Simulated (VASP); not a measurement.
Energy against volume of CoGa (CsCl type). These are PBE GGA, VASP's PBE PAW potentials (set 64) (plane waves; VASP) values and carry that method's errors.

| V (Å³/atom) | E (eV/atom) |
|---|---|
| 11.256 | -5.21242 |
| 11.615 | -5.23288 |
| 11.974 | -5.23918 |
| 12.334 | -5.23356 |
| 12.693 | -5.21792 |

Q: Fit a third-order Birch-Murnaghan equation of state.

A: 
```json
{
  "volume_per_atom": "11.97 Å^3/atom",
  "bulk_modulus": "177 GPa",
  "pressure_derivative_of_the_bulk_modulus": "4.75",
  "lattice_constant_a": "2.882 Å"
}
```

The compound is CoGa in the CsCl type structure. It was relaxed first. The run is not spin-polarised, so no magnetic state was tried.
